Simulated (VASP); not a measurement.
Output of a VASP run:

**OUTCAR**
```
 ion  position               nearest neighbor table
   1  0.250  0.250  0.250-   3 2.62   3 2.62   3 2.62   3 2.62   2 3.03   2 3.03   2 3.03   2 3.03
                             2 3.03   2 3.03
   2  0.750  0.750  0.750-   3 2.62   3 2.62   3 2.62   3 2.62   1 3.03   1 3.03   1 3.03   1 3.03
                             1 3.03   1 3.03
   3  0.000  0.000  0.000-   2 2.62   2 2.62   2 2.62   1 2.62   1 2.62   1 2.62   2 2.62   1 2.62
  LATTYP: Found a face centered cubic cell.
 ALAT       =     6.0558352888
 Subroutine PRICEL returns:
 Original cell was already a primitive cell.
 Subroutine GETGRP returns: Found 48 space group operations
The static configuration has the point symmetry O_h .
The dynamic configuration has the point symmetry O_h .
 Subroutine INISYM returns: Found 48 space group operations
 Subroutine IBZKPT returns following result:
 Found     35 irreducible k-points:

 Following reciprocal coordinates:
            Coordinates               Weight
  0.000000  0.000000  0.000000      1.000000
  0.111111  0.000000  0.000000      8.000000
  0.222222  0.000000  0.000000      8.000000
  0.333333  0.000000  0.000000      8.000000
  0.444444  0.000000  0.000000      8.000000
  0.111111  0.111111  0.000000      6.000000
  0.222222  0.111111  0.000000     24.000000
  0.333333  0.111111  0.000000     24.000000
  0.444444  0.111111  0.000000     24.000000
 -0.444444  0.111111  0.000000     24.000000
 -0.333333  0.111111  0.000000     24.000000
 -0.222222  0.111111  0.000000     24.000000
 -0.111111  0.111111  0.000000     12.000000
  0.222222  0.222222  0.000000      6.000000
  0.333333  0.222222  0.000000     24.000000
  0.444444  0.222222  0.000000     24.000000
 -0.444444  0.222222  0.000000     24.000000
 -0.333333  0.222222  0.000000     24.000000
 -0.222222  0.222222  0.000000     12.000000
  0.333333  0.333333  0.000000      6.000000
  0.444444  0.333333  0.000000     24.000000
 -0.444444  0.333333  0.000000     24.000000
 -0.333333  0.333333  0.000000     12.000000
  0.444444  0.444444  0.000000      6.000000
 -0.444444  0.444444  0.000000     12.000000
  0.333333  0.222222  0.111111     24.000000
  0.444444  0.222222  0.111111     48.000000
 -0.444444  0.222222  0.111111     48.000000
  0.444444  0.333333  0.111111     24.000000
 -0.444444  0.333333  0.111111     48.000000
 -0.333333  0.333333  0.111111     48.000000
 -0.222222  0.333333  0.111111     24.000000
 -0.444444  0.444444  0.111111     24.000000
 -0.333333  0.444444  0.111111     24.000000
 -0.333333  0.444444  0.222222     24.000000
   k-points           NKPTS =     35   k-points in BZ     NKDIM =     35   number of bands    NBANDS=     12
   number of dos      NEDOS =    301   number of ions     NIONS =      3
   total plane-waves  NPLWV =  32768
   dimension x,y,z NGX =    32 NGY =   32 NGZ =   32
   dimension x,y,z NGXF=    64 NGYF=   64 NGZF=   64
   ions per type =               2   1
   PREC   = accura    normal or accurate (medium, high low for compatibility)
   ISTART =      0    job   : 0-new  1-cont  2-samecut
   ICHARG =      2    charge: 1-file 2-atom 10-const
   ISPIN  =      1    spin polarized calculation?
   LNONCOLLINEAR =      F non collinear calculations
   LSORBIT =      F    spin-orbit coupling
   INIWAV =      1    electr: 0-lowe 1-rand  2-diag
   ENCUT  =  500.0 eV  36.75 Ry    6.06 a.u.   7.81  7.81  7.81*2*pi/ulx,y,z
   NELM   =    100;   NELMIN=  2; NELMDL= -5     # of ELM steps
   EDIFF  = 0.1E-05   stopping-criterion for ELM
   LREAL  =      F    real-space projection
   NLSPLINE    = F    spline interpolate recip. space projectors
   LMAXMIX     =    6 max onsite mixed and CHGCAR
   VOSKOWN=      0    Vosko Wilk Nusair interpolation
   EDIFFG = -.2E-01   stopping-criterion for IOM
   NSW    =     40    number of steps for IOM
   NBLOCK =      1;   KBLOCK =     40    inner block; outer block
   IBRION =      2    ionic relax: 0-MD 1-quasi-New 2-CG
   NFREE  =      1    steps in history (QN), initial steepest desc. (CG)
   ISIF   =      3    stress and relaxation
...
```

OSZICAR:
```
       N       E                     dE             d eps       ncg     rms          rms(c)
DAV:   1     0.587133513196E+02    0.58713E+02   -0.67990E+03   848   0.112E+03
DAV:   2    -0.112993947922E+02   -0.70013E+02   -0.65029E+02   972   0.197E+02
DAV:   3    -0.132355132923E+02   -0.19361E+01   -0.19035E+01  1088   0.323E+01
DAV:   4    -0.132540868823E+02   -0.18574E-01   -0.18562E-01   976   0.358E+00
DAV:   5    -0.132543723685E+02   -0.28549E-03   -0.28547E-03  1080   0.477E-01    0.880E+00
DAV:   6    -0.121186189873E+02    0.11358E+01   -0.63751E+00   956   0.283E+01    0.406E+00
DAV:   7    -0.120447581674E+02    0.73861E-01   -0.29777E-01   876   0.649E+00    0.184E+00
DAV:   8    -0.120175584669E+02    0.27200E-01   -0.27979E-02   996   0.130E+00    0.407E-01
DAV:   9    -0.120164231713E+02    0.11353E-02   -0.39440E-03   940   0.753E-01    0.189E-01
DAV:  10    -0.120165747269E+02   -0.15156E-03   -0.26113E-04   916   0.131E-01    0.357E-02
DAV:  11    -0.120165700003E+02    0.47266E-05   -0.79132E-06  1036   0.248E-02    0.139E-02
DAV:  12    -0.120165718730E+02   -0.18727E-05   -0.47901E-06   884   0.151E-02    0.345E-03
DAV:  13    -0.120165719330E+02   -0.60028E-07   -0.18358E-07   556   0.449E-03
   1 F= -.12016572E+02 E0= -.12016052E+02  d E =-.120166E+02
```

OUTCAR:
```
------------------------ aborting loop because EDIFF is reached ----------------------------------------
  FORCE on cell =-STRESS in cart. coord.  units (eV):
  Direction    XX          YY          ZZ          XY          YZ          ZX
  --------------------------------------------------------------------------------------
  Total       -0.0005693     -0.0005693     -0.0005693     -0.0000000     -0.0000000      0.0000000
  in kB       -0.0164293     -0.0164293     -0.0164293     -0.0000000     -0.0000000      0.0000000
  external PRESSURE =      -0.0164293 kB  Pullay stress =       0.0000000 kB
  volume of cell :       55.52
      direct lattice vectors                 reciprocal lattice vectors
     0.000000000  3.027917644  3.027917644    -0.165129987  0.165129987  0.165129987
     3.027917644  0.000000000  3.027917644     0.165129987 -0.165129987  0.165129987
     3.027917644  3.027917644  0.000000000     0.165129987  0.165129987 -0.165129987
 POSITION                                       TOTAL-FORCE (eV/Angst)
 -----------------------------------------------------------------------------------
      1.51396      1.51396      1.51396        -0.000000     -0.000000     -0.000000
      4.54188      4.54188      4.54188         0.000000      0.000000      0.000000
      0.00000      0.00000      0.00000         0.000000      0.000000     -0.000000
 -----------------------------------------------------------------------------------
    total drift:                                0.000000     -0.000000      0.000000
  FREE ENERGIE OF THE ION-ELECTRON SYSTEM (eV)
  ---------------------------------------------------
  free  energy   TOTEN  =       -12.0165719330 eV

  energy  without entropy=      -12.0150111487  energy(sigma->0) =      -12.01605167

 reached required accuracy - stopping structural energy minimisation
```
(Selected blocks of OUTCAR.)

POSCAR:
```
AuAl2
1
    0.0000000000     3.0279176444     3.0279176444
    3.0279176444     0.0000000000     3.0279176444
    3.0279176444     3.0279176444     0.0000000000
Al Au
2 1
Direct
  0.2500000000   0.2500000000   0.2500000000
  0.7500000000   0.7500000000   0.7500000000
  0.0000000000   0.0000000000   0.0000000000
```

Task: Reconstruct the remaining input files.

Result: Several could match; the one computed here: the input of the run itself, PBE GGA, plane waves, VASP's PBE PAW potentials (set 64).

KPOINTS:
```
Automatic
0
Gamma
9 9 9
0 0 0
```

### INCAR
```
SYSTEM  =  AuAl2
PREC  =  Accurate; ENCUT  =  500; LREAL  =  .FALSE.
LASPH  =  .TRUE.
EDIFF  =  1E-6; NELM  =  100; ALGO  =  Normal
LMAXMIX  =  6
ISMEAR  =  1; SIGMA  =  0.1
GGA  =  PE
IBRION  =  2; NSW  =  40; ISIF  =  3
EDIFFG  =  -0.02
LWAVE  =  .FALSE.; LCHARG  =  .FALSE.
```

POTCAR, in this order: Al Au (PBE.64 set). Program: vasp_std.

The compound is AuAl2 in the fluorite structure. It was relaxed first. The electron count is odd and the run is not spin-polarised, which forces a metal.
